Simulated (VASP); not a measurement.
An input for Ansatz (written as the equivalent of a VASP run, and not itself run):

Ansatz 0.2 input:
```yaml
crystal:
  lattice:
    - [3.6723410, 0.0000000, 0.0000000]
    - [-1.8361700, 3.1803410, 0.0000000]
    - [0.0000000, 0.0000000, 11.8157820]
  atoms:
    - { symbol: Pr, position: [0.0000000, 0.0000000, 0.0000000], spin: 2 }
    - { symbol: Pr, position: [0.0000000, 0.0000000, 0.5000000], spin: 2 }
    - { symbol: Pr, position: [0.3333330, 0.6666670, 0.2500000], spin: 2 }
    - { symbol: Pr, position: [0.6666670, 0.3333330, 0.7500000], spin: 2 }
kpoints:
  mp_grid: { grid: [7, 7, 2] }
hamiltonian:
  xc: pbe
  pseudopotentials: { kind: paw }
magnetization: { spin_polarized: true }
scf:
  occupations: { method: fermi_dirac, width: 0.1 }
  max_iter: 100
output: { forces: true, stress: true, eigenvalues: true }
```

Question: Translate this input to VASP (INCAR, KPOINTS, POSCAR, choice of POTCAR).

Answer: Several could match; the one computed here: 
### INCAR
```
# general
SYSTEM  = Pr
PREC    = Accurate
ENCUT   = 300   # plane-wave cut-off (eV)
LREAL   = F   # projection in real space or not
LASPH   = T

# electronic loop
EDIFF   = 1E-6   # SCF stop (eV)
NELM    = 100   # most electronic steps
ALGO    = Normal
LMAXMIX = 6   # l cut-off of mixed one-centre charges

# smearing
ISMEAR  = -1
SIGMA   = 0.1   # width (eV)

# functional
GGA     = PE

# spin
ISPIN   = 2
MAGMOM  = 2.0 2.0 2.0 2.0

# ions
ISIF    = 2   # forces and stress, cell fixed

# output
LWAVE   = F
LCHARG  = F
LORBIT  = 11
```

File KPOINTS:
```
kpoints
0
Gamma
  7 7 2
```

**POSCAR**
```
Pr
1
    3.6723410000     0.0000000000     0.0000000000
   -1.8361700000     3.1803410000     0.0000000000
    0.0000000000     0.0000000000    11.8157820000
Pr
4
Direct
  0.0000000000   0.0000000000   0.0000000000
  0.0000000000   0.0000000000   0.5000000000
  0.3333330000   0.6666670000   0.2500000000
  0.6666670000   0.3333330000   0.7500000000
```

POTCAR, in this order: Pr (PBE.64 set). Program: vasp_std.

What does not carry over: each code has its own PAW files, so the cut-off isn't converted (ENCUT is set for VASP's; basis.ecutwfc is left out, and Ansatz then takes the one that its files recommend); Ansatz stops its SCF on the density residual and VASP on the energy change (EDIFF).

The structure was generated: Pr was put into an ordered model structure, which need not be its known phase. The cell was not relaxed at this level.
